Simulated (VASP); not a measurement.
A VASP calculation is set up with these files.

File POSCAR:
```
Hf
1.0
  1.4735545839  -2.5522713151   0.0000000000
  1.4735545839   2.5522713151   0.0000000000
  0.0000000000   0.0000000000   4.7285371166
Hf
2
direct
  0.3333330000   0.6666670000   0.2500000000
  0.6666670000   0.3333330000   0.7500000000
```

### KPOINTS
```
Automatic mesh
0
Gamma
14 14 8
0 0 0
```

### INCAR
```
SYSTEM = Hf
PREC = Accurate; ENCUT = 500; LREAL = F
LASPH = T
EDIFF = 1E-6; NELM = 100; ALGO = Normal
LMAXMIX = 6
ISMEAR = 1; SIGMA = 0.1
GGA = PS
IBRION = 2; NSW = 40; ISIF = 3
EDIFFG = -0.02; PSTRESS = 450
LWAVE = F; LCHARG = F
```

POTCAR, in this order: Hf_pv (PBE.64 set). Program: vasp_std.

Question: Translate this PBEsol calculation to Ansatz.

Answer: One equivalent input (not run):
Ansatz 0.2 input:
```yaml
crystal:
  lattice:
    - [1.4735546, -2.5522713, 0.0000000]
    - [1.4735546, 2.5522713, 0.0000000]
    - [0.0000000, 0.0000000, 4.7285371]
  atoms:
    - { symbol: Hf, position: [0.3333330, 0.6666670, 0.2500000] }
    - { symbol: Hf, position: [0.6666670, 0.3333330, 0.7500000] }
kpoints:
  mp_grid: { grid: [14, 14, 8] }
hamiltonian:
  xc: pbesol
  pseudopotentials: { kind: paw }
scf:
  occupations: { method: methfessel_paxton, width: 0.1 }
  max_iter: 100
relax:
  max_steps: 40
  f_tol: 0.02
  cell: { p_target: 45 }
output: { forces: true, stress: true, eigenvalues: true }
```
The two are equivalent in intent, not identical: each code has its own PAW files, so the cut-off isn't converted (ENCUT is set for VASP's; basis.ecutwfc is left out, and Ansatz then takes the one that its files recommend); Ansatz stops its SCF on the density residual and VASP on the energy change (EDIFF).

The compound is Hf in the hcp structure. This run relaxes it under an external pressure of 45 GPa. Symmetry was kept, so distortions that lower it aren't found.
